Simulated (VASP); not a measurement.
Computed with PBE GGA, VASP's PBE PAW potentials (set 64) (plane waves; VASP).

Input for VASP

**POSCAR**
```
TiO2
1
    4.6451218421     0.0000000000     0.0000000000
   -0.0000000000     4.6451218421     0.0000000000
    0.0000000000     0.0000000000     2.9692386625
Ti O
2 4
Direct
  1.0000000000   0.0000000000   1.0000000000
  0.5000000000   0.5000000000   0.5000000000
  0.3049495937   0.3049495937   0.0000000000
  0.8049495937   0.1950504063   0.5000000000
  0.1950504063   0.8049495937   0.5000000000
  0.6950504063   0.6950504063   1.0000000000
```

**INCAR**
```
ALGO = Normal
EDIFF = 1E-8
EDIFFG = -0.001
ENCUT = 520
GGA = PE
IBRION = 1
ISIF = 2
ISMEAR = 0
LASPH = .True.
LCHARG = .False.
LMAXMIX = 4
LREAL = .False.
LWAVE = .False.
NELM = 100
NSW = 30
PREC = Accurate
SIGMA = 0.05
SYSTEM = TiO2
```

### KPOINTS
```
Regular mesh
0
gamma
  5 5 7
0 0 0
```

POTCAR, in this order: Ti_sv O (PBE.64 set). Program: vasp_std.

Output

### OSZICAR
```
       N       E                     dE             d eps       ncg     rms          rms(c)
DAV:   1     0.677539145435E+03    0.67754E+03   -0.25088E+04  1344   0.201E+03
DAV:   2     0.500401283701E+02   -0.62750E+03   -0.60604E+03  1424   0.582E+02
DAV:   3    -0.658642640087E+02   -0.11590E+03   -0.11421E+03  2084   0.220E+02
DAV:   4    -0.711163356859E+02   -0.52521E+01   -0.52475E+01  1804   0.493E+01
DAV:   5    -0.713519448302E+02   -0.23561E+00   -0.23557E+00  1908   0.849E+00    0.316E+01
DAV:   6    -0.542913848846E+02    0.17061E+02   -0.12239E+02  1608   0.103E+02    0.122E+01
DAV:   7    -0.538565862395E+02    0.43480E+00   -0.19197E+01  1680   0.342E+01    0.770E+00
DAV:   8    -0.539206837184E+02   -0.64097E-01   -0.55912E+00  1676   0.209E+01    0.482E+00
DAV:   9    -0.536678208571E+02    0.25286E+00   -0.23540E+00  1704   0.130E+01    0.118E+00
DAV:  10    -0.536767842666E+02   -0.89634E-02   -0.12151E-01  1716   0.274E+00    0.242E-01
DAV:  11    -0.536766866741E+02    0.97592E-04   -0.65807E-03  1792   0.593E-01    0.962E-02
DAV:  12    -0.536766820655E+02    0.46087E-05   -0.60399E-04  1840   0.170E-01    0.753E-02
DAV:  13    -0.536766203215E+02    0.61744E-04   -0.32961E-04  1852   0.143E-01    0.853E-03
DAV:  14    -0.536766222530E+02   -0.19316E-05   -0.12755E-05  1828   0.266E-02    0.627E-03
DAV:  15    -0.536766224015E+02   -0.14849E-06   -0.18055E-06  1716   0.124E-02    0.140E-03
DAV:  16    -0.536766224139E+02   -0.12326E-07   -0.13027E-07  1804   0.267E-03    0.115E-03
DAV:  17    -0.536766224688E+02   -0.54984E-07   -0.17488E-07  1912   0.407E-03    0.287E-04
DAV:  18    -0.536766224699E+02   -0.11132E-08   -0.89272E-09   964   0.863E-04
   1 F= -.53676622E+02 E0= -.53676622E+02  d E =-.536766E+02
       N       E                     dE             d eps       ncg     rms          rms(c)
DAV:   1    -0.536766241869E+02   -0.17180E-05   -0.29214E-03  1520   0.335E-01    0.816E-03
DAV:   2    -0.536766289252E+02   -0.47384E-05   -0.54310E-05  1660   0.518E-02    0.743E-03
DAV:   3    -0.536766285090E+02    0.41625E-06   -0.13873E-06  1876   0.805E-03    0.477E-03
DAV:   4    -0.536766282720E+02    0.23693E-06   -0.10870E-06  1520   0.871E-03    0.758E-04
DAV:   5    -0.536766282881E+02   -0.16030E-07   -0.21932E-07  1512   0.353E-03    0.565E-04
DAV:   6    -0.536766282922E+02   -0.41327E-08   -0.92261E-09   908   0.837E-04
   2 F= -.53676628E+02 E0= -.53676628E+02  d E =-.582224E-05
```

**OUTCAR**
```
------------------------ aborting loop because EDIFF is reached ----------------------------------------
  FORCE on cell =-STRESS in cart. coord.  units (eV):
  Direction    XX          YY          ZZ          XY          YZ          ZX
  --------------------------------------------------------------------------------------
  Total        0.0184913      0.0184913     -0.0615142      0.0000000      0.0000000      0.0000000
  in kB        0.4624215      0.4624215     -1.5383194      0.0000000      0.0000000      0.0000000
  external PRESSURE =      -0.2044921 kB  Pullay stress =       0.0000000 kB
  volume of cell :       64.07
      direct lattice vectors                 reciprocal lattice vectors
     4.645121842  0.000000000  0.000000000     0.215279606  0.000000000  0.000000000
     0.000000000  4.645121842  0.000000000     0.000000000  0.215279606  0.000000000
     0.000000000  0.000000000  2.969238663     0.000000000  0.000000000  0.336786669
 POSITION                                       TOTAL-FORCE (eV/Angst)
 -----------------------------------------------------------------------------------
      0.00000      0.00000      0.00000         0.000000     -0.000000      0.000000
      2.32256      2.32256      1.48462         0.000000     -0.000000      0.000000
      1.41678      1.41678     -0.00000         0.000400      0.000400     -0.000000
      3.73934      0.90578      1.48462         0.000400     -0.000400      0.000000
      0.90578      3.73934      1.48462        -0.000400      0.000400     -0.000000
      3.22834      3.22834      0.00000        -0.000400     -0.000400      0.000000
 -----------------------------------------------------------------------------------
    total drift:                               -0.000000      0.000000     -0.000000
  FREE ENERGIE OF THE ION-ELECTRON SYSTEM (eV)
  ---------------------------------------------------
  free  energy   TOTEN  =       -53.6766282922 eV

  energy  without entropy=      -53.6766282922  energy(sigma->0) =      -53.67662829

 reached required accuracy - stopping structural energy minimisation
```
(Selected blocks of OUTCAR.)

File CONTCAR:
```
TiO2
   1.00000000000000
     4.6451218421000000    0.0000000000000000    0.0000000000000000
     0.0000000000000000    4.6451218421000000    0.0000000000000000
     0.0000000000000000    0.0000000000000000    2.9692386625000000
  Ti              O
     2     4
Direct
     0.0000000000000000    0.0000000000000000    0.0000000000000000
     0.5000000000000000    0.5000000000000000    0.5000000000000000
     0.3050040330708219    0.3050040330708219   -0.0000000000000000
     0.8050040330708219    0.1949959669291781    0.5000000000000000
     0.1949959669291781    0.8050040330708219    0.5000000000000000
     0.6949959669291781    0.6949959669291781    0.0000000000000000
```

The compound is TiO2 in the rutile structure. This run relaxes the ions in a fixed cell. Symmetry was kept, so distortions that lower it aren't found. The start is the result of an earlier pass.
